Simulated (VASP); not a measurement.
Data:

```
TlCl
1.0
    0.00000     3.21955     3.21955
    3.21955     0.00000     3.21955
    3.21955     3.21955     0.00000
Tl Cl
1 1
Direct
  0.00000   0.00000   0.00000
  0.50000   0.50000   0.50000
```

Calculation: LDA (Ceperley-Alder, Perdew-Zunger), VASP's LDA PAW potentials (set 64) (plane waves; VASP 6.6.1). Settings: 300 eV cut-off, 5×5×5 Γ-centred mesh, Fermi-Dirac smearing of 0.010 eV, potentials Tl_d Cl.

Unless said otherwise, spin-orbit coupling is left out, though it shifts the bands of the heavy elements here.

### Question
Give the energies of bands 7 to 13 at the high-symmetry points, in eV from the valence-band maximum.

### Answer

```json
[
 {"band": "7", "Γ": "-4.14", "X": "-3.63", "U": "-4.32", "L": "-5.11", "W": "-4.24"},
 {"band": "8", "Γ": "-1.83", "X": "-3.11", "U": "-2.89", "L": "-1.66", "W": "-2.72"},
 {"band": "9", "Γ": "-1.83", "X": "-2.31", "U": "-2.06", "L": "-1.66", "W": "-2.72"},
 {"band": "10", "Γ": "-1.83", "X": "-2.31", "U": "-1.37", "L": "0.00", "W": "-0.93"},
 {"band": "11", "Γ": "6.74", "X": "4.81", "U": "4.16", "L": "2.15", "W": "4.20"},
 {"band": "12", "Γ": "6.74", "X": "6.05", "U": "4.77", "L": "4.58", "W": "4.84"},
 {"band": "13", "Γ": "6.74", "X": "6.05", "U": "5.40", "L": "4.58", "W": "4.84"}
]
```

The gap is direct, 2.15 eV, from the valence maximum at L to the conduction minimum at L.

The structure comes from a computed database's TlCl entry (Fm-3m); how it stands against other phases isn't given here. The cell was not relaxed at this level.
